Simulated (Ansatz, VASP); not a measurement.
# Cross-check of NbP between VASP and Ansatz, part 2 of 2

Wanted: the spread between two codes on one cell, functional and k mesh. The cell is a member of a volume series, scaled by 0.94 from a relaxed one, so a pressure remains.

VASP 6.6.1 and Ansatz 0.2.0.

So far. Step 3 (Ansatz: single point, PBEsol, volume scaled by 0.94): The run ends at a pressure of 15.02 GPa, with forces up to 0.032 eV/Å. Step 5 (VASP: single point, PBEsol, volume scaled by 0.96): The run ends at a pressure of 9.13 GPa, with forces up to 0.018 eV/Å.

### Step 6. Ansatz: single point, PBEsol, volume scaled by 0.96

Level of this step: Ansatz beside VASP: Kohn-Sham DFT, plane waves, PBEsol (Ansatz).

The same cell, functional, mesh and smearing now go to Ansatz, which takes its cutoff from its data sets.

The cell is a member of a volume series, scaled by 0.96 from a relaxed one, so a pressure remains.

File input.yaml:

```yaml
crystal:
  lattice:
    - [-1.6366253904, 1.6366253904, 5.5658886235]
    - [1.6366253904, -1.6366253904, 5.5658886235]
    - [1.6366253904, 1.6366253904, -5.5658886235]
  atoms:
    - { symbol: Nb, position: [0.7501942229, 0.7501942229, 0.0] }
    - { symbol: Nb, position: [0.5001942229, 0.0001942229, 0.5] }
    - { symbol: P, position: [0.3324343471, 0.3324343471, 0.0] }
    - { symbol: P, position: [0.0824343571, 0.5824343571, 0.5] }
hamiltonian:
  xc: pbesol
  pseudopotentials: { kind: paw }
kpoints:
  mp_grid: { grid: [9, 9, 9] }
scf:
  occupations: { method: gaussian, width: 0.05 }
  n_extra_bands: 5
output:
  forces: true
  stress: true
  eigenvalues: true
```

Started as:

```
$ ansatz run input.yaml --threads 2 --pin off --max-ram 4608MiB --backend cpu --events-out ev --progress --plain --runs-dir out
```

Numbers of over 12 decimals in the logs are rounded to 6 here.

Log:

```text
[...]
Crystal: 4 atoms, lattice volume = 59.634 Å³
Basis set: ecut = 420 eV, 1175 PW (Γ), FFT grids on a1+a3, a2+a3, a3, exchange–correlation on 48×48×90 points (8 copies of the dense FFT grid, shifted against one another)
Bands: 23, of which v1, the nominal top of the filled ones, is band 18 counted from 1 (17 counted from 0)
Symmetry: 8 space group operations
[...]
k-point 0: bands = [... 14 lower, 13.8101, 14.2713, 14.7596, 14.7596, 16.9988, 17.9002, 19.0747, 19.5922, ... 1 higher]
  k-point 1: bands = [... 14 lower, 13.5829, 14.2387, 14.8771, 15.0027, 16.5456, 17.1025, 18.9612, 19.1977, ... 1 higher]
  k-point 2: bands = [... 14 lower, 13.0333, 14.2831, 15.2768, 15.4611, 16.2066, 17.0598, 18.3292, 19.7201, ... 1 higher]
  k-point 74: bands = [... 14 lower, 13.3118, 13.8570, 15.0358, 15.8575, 16.9148, 18.1866, 18.2779, 18.8106, ... 1 higher]
[key lines of the parts left out:]
SCF converged after 6 iterations
Free energy (F): -10475.324385 eV
Fermi energy:    16.158970 eV
P = ⅓ Tr σ = 9.6331 GPa (96.331 kbar)
```

Run time: 5 s. Hardware: 2 threads of Arm Neoverse V2, shared host; peak memory 0.39 GiB.

The run ends at a pressure of 9.63 GPa, with forces up to 0.019 eV/Å.

### Step 7. Side by side

Both answers:

```
      quantity  Ansatz  VASP  difference
pressure (GPa)    9.63  9.13       +0.50
```

### Step 8. VASP: electric field gradients, PBEsol

Field gradients test the density near the nuclei, where the PAW reconstruction matters most. The cell compared in this pair holds 62.12 Å³, against 59.63 Å³ for the pair before.

File INCAR:

```
SYSTEM = NbP
PREC = Accurate
ENCUT = 400
EDIFF = 1E-07
NELM = 100
ISMEAR = 0
SIGMA = 0.05
LREAL = .FALSE.
ALGO = Normal
GGA = PS
NBANDS = 24
LORBIT = 11
LWAVE = .FALSE.
LCHARG = .FALSE.
KPAR = 4
LEFG = .TRUE.
LASPH = .TRUE.
```

File POSCAR:

```
NbP
1.0
   -1.6590477026      1.6590477026      5.6421431488
    1.6590477026     -1.6590477026      5.6421431488
    1.6590477026      1.6590477026     -5.6421431488
Nb P
2 2
Direct
    0.7501942229      0.7501942229      0.0000000000
    0.5001942229      0.0001942229      0.5000000000
    0.3324343471      0.3324343471      0.0000000000
    0.0824343571      0.5824343571      0.5000000000
```

File KPOINTS:

```
Automatic mesh
0
Gamma
9 9 9
0 0 0
```

The projector-augmented-wave data sets are Nb_sv and P (PBE family, release 64).

Started as:

```
$ mpirun -np 4 vasp_std
```

Log:

```text
[... set-up lines as in an earlier step ...]
 entering main loop
       N       E                     dE             d eps       ncg     rms          rms(c)
DAV:   1     0.288174897360E+03    0.28817E+03   -0.17157E+04  3608   0.124E+03
DAV:   2    -0.147335169717E+02   -0.30291E+03   -0.29623E+03  4312   0.460E+02
DAV:   3    -0.390083021536E+02   -0.24275E+02   -0.24004E+02  6824   0.951E+01
DAV:   4    -0.400856295787E+02   -0.10773E+01   -0.10742E+01  5104   0.179E+01
[...]
DAV:  13    -0.378275527993E+02    0.27098E-06   -0.45296E-07  4376   0.489E-03    0.264E-03
DAV:  14    -0.378275526298E+02    0.16954E-06   -0.10029E-07  3496   0.362E-03    0.352E-04
DAV:  15    -0.378275526067E+02    0.23063E-07   -0.28669E-08  3560   0.168E-03
ion   1
     0.0000000     0.0000000    -0.0000000    -0.6115359     0.0000000    -0.7756000
     0.0000526     0.0000000    -0.0000000    -0.6115359     0.0000000    -0.7756000
     0.0000725     0.0000000    -0.0000000    -0.6115359     0.0000000    -0.7756000
     0.0000998     0.0000000    -0.0000000    -0.6115359     0.0000000    -0.7755999
[...]
0.0000000     0.0000000    -0.0000000   -11.2524858    -0.0000000     3.7776882
     0.0000365     0.0000000    -0.0000000   -11.2524611    -0.0000000     3.7776812
     0.0000503     0.0000000    -0.0000000   -11.2524459    -0.0000000     3.7776769
     0.0000692     0.0000000    -0.0000000   -11.2524206    -0.0000000     3.7776698
     0.0000953     0.0000000    -0.0000000   -11.2523789    -0.0000000     3.7776580

ion   4
     0.0000000     0.0000000    -0.0000000    -0.9695887    -0.0000000    -0.7299848
     0.0000365     0.0000000    -0.0000000    -0.9695887    -0.0000000    -0.7299848
     0.0000503     0.0000000    -0.0000000    -0.9695887    -0.0000000    -0.7299848
     0.0000692     0.0000000    -0.0000000    -0.9695887    -0.0000000    -0.7299848
     0.0000953     0.0000000    -0.0000000    -0.9695887    -0.0000000    -0.7299848

     0.0000000     0.0000000    -0.0000000   -11.2524858    -0.0000000    -3.7776882
     0.0000365     0.0000000    -0.0000000   -11.2524611    -0.0000000    -3.7776812
     0.0000503     0.0000000    -0.0000000   -11.2524459    -0.0000000    -3.7776769
     0.0000692     0.0000000    -0.0000000   -11.2524206    -0.0000000    -3.7776698
     0.0000953     0.0000000    -0.0000000   -11.2523789    -0.0000000    -3.7776580

   1 F= -.37827553E+02 E0= -.37827036E+02  d E =-.103372E-02
```

From OUTCAR (step 8):

```text
  Total       -0.0150265     -0.0150265     -0.0222206      0.0000000      0.0000000      0.0000000
  in kB       -0.3875672     -0.3875672     -0.5731187      0.0000000      0.0000000      0.0000000
  external PRESSURE =      -0.4494177 kB  Pullay stress =       0.0000000 kB

 POSITION                                       TOTAL-FORCE (eV/Angst)
 -----------------------------------------------------------------------------------
      0.00000      0.00000      8.46541         0.000000     -0.000000     -0.004788
      0.00000      1.65905      0.00219        -0.000000      0.000000     -0.004788
      0.00000      0.00000      3.75128        -0.000000      0.000000      0.004788
      1.65905     -0.00000      0.93021         0.000000     -0.000000      0.004788
 -----------------------------------------------------------------------------------
    total drift:                                0.000000      0.000000     -0.000136

  FREE ENERGIE OF THE ION-ELECTRON SYSTEM (eV)
  ---------------------------------------------------
  free  energy   TOTEN  =       -37.8275526067 eV

  energy  without entropy=      -37.8265188911  energy(sigma->0) =      -37.82703575

[... 1 part as in an earlier step ...]

[... 2 further parts left out ...]
[key lines of the parts left out:]
E-fermi :  10.9783
```

The run ends at a pressure of -0.04 GPa, with forces up to 0.0048 eV/Å.

### Step 9. Ansatz: electric field gradients, PBEsol

The same cell, functional, mesh and smearing now go to Ansatz, which takes its cutoff from its data sets.

The cell is taken from a series of VASP runs on this material, whose earlier steps may have relaxed, scaled or displaced it; both programs get it as it stands.

input.yaml, the sections that differ from step 6:

```yaml
crystal:
  lattice:
    - [-1.6590477026, 1.6590477026, 5.6421431488]
    - [1.6590477026, -1.6590477026, 5.6421431488]
    - [1.6590477026, 1.6590477026, -5.6421431488]
  atoms:
    - { symbol: Nb, position: [0.7501942229, 0.7501942229, 0.0] }
    - { symbol: Nb, position: [0.5001942229, 0.0001942229, 0.5] }
    - { symbol: P, position: [0.3324343471, 0.3324343471, 0.0] }
    - { symbol: P, position: [0.0824343571, 0.5824343571, 0.5] }
output:
  forces: true
  stress: true
  eigenvalues: true
  efg: {}
  write_density: true
  write_potential: true
  elf: true
  volumetric_format: npy
# hamiltonian, kpoints, scf: as in step 6
```

Started as:

```
$ ansatz run input.yaml --threads 2 --pin off --max-ram 4608MiB --backend cpu --events-out ev --progress --plain --runs-dir out
```

Log:

```text
[...]
Nb: output.efg is read without spin–orbit coupling, which moves field gradients at and beside such atoms by some per cent and up to a factor of two; PAW files take it under magnetization.noncollinear and magnetization.spin_orbit
[...]
Crystal: 4 atoms, lattice volume = 62.119 Å³
[...]
k-point 0: bands = [... 14 lower, 13.1479, 13.6212, 14.0216, 14.0216, 16.2106, 17.0498, 18.1868, 18.6573, ... 1 higher]
  k-point 1: bands = [... 14 lower, 12.8908, 13.5407, 14.1734, 14.3050, 15.7857, 16.3126, 18.0785, 18.2746, ... 1 higher]
  k-point 2: bands = [... 14 lower, 12.3403, 13.5853, 14.5787, 14.7554, 15.4729, 16.2533, 17.4713, 18.7531, ... 1 higher]
  k-point 74: bands = [... 14 lower, 12.6509, 13.2040, 14.2712, 15.0625, 16.1335, 17.3178, 17.4156, 17.9116, ... 1 higher]
[key lines of the parts left out:]
SCF converged after 6 iterations
Free energy (F): -10475.399835 eV
Fermi energy:    15.418738 eV
P = ⅓ Tr σ = 0.4198 GPa (4.198 kbar)
```

It took 9.1 s on 2 threads; peak memory 0.45 GiB; 17 s of CPU time.

The run ends at a pressure of 0.42 GPa, with forces up to 0.0043 eV/Å.

### Step 10. Differences

What differs besides the data sets and the points named for the pairs above, as far as they apply: Ansatz adds the response of the frozen cores to the gradients, VASP leaves it out. Total energies have different zeros and are not compared.

Both answers:

```
         quantity  Ansatz   VASP  difference
   pressure (GPa)    0.42  -0.04       +0.46
Vzz at Nb1 (V/Å²)   -20.2  -18.5        -1.7
Vzz at Nb2 (V/Å²)   -20.2  -18.5        -1.7
 Vzz at P3 (V/Å²)    13.5   14.1        -0.6
 Vzz at P4 (V/Å²)    13.5   14.1        -0.6
```

### Step 11. Summary of results

```yaml
difference_in_pressure_single_point_pbesol_volume_scaled_by_0p94: 0.52 GPa
difference_in_pressure_single_point_pbesol_volume_scaled_by_0p96: 0.50 GPa
difference_in_vzz_at_nb1_electric_field_gradients_pbesol: -1.7 V/Å²
```

What this shows: The difference in pressure is 0.52 GPa (single point, PBEsol, volume scaled by 0.94), within the 1 GPa picked in this series as the mark of a large difference. 1 further run of this series is not shown here. How closely two codes agree says nothing of how well the functional describes the real material.

[Lines on the potential files, build, host, timing and source positions are cut from VASP's logs without a mark.]

[Logs are printed without paths, hosts, clocks, repeated set-up lines and the standing remarks that a program may print on its own settings, such as how far it seeks lower states.]

[Hosts, paths, dates, database ids (printed as entryN), source tags and the programs' standing remarks are cut or masked in the printed files.]
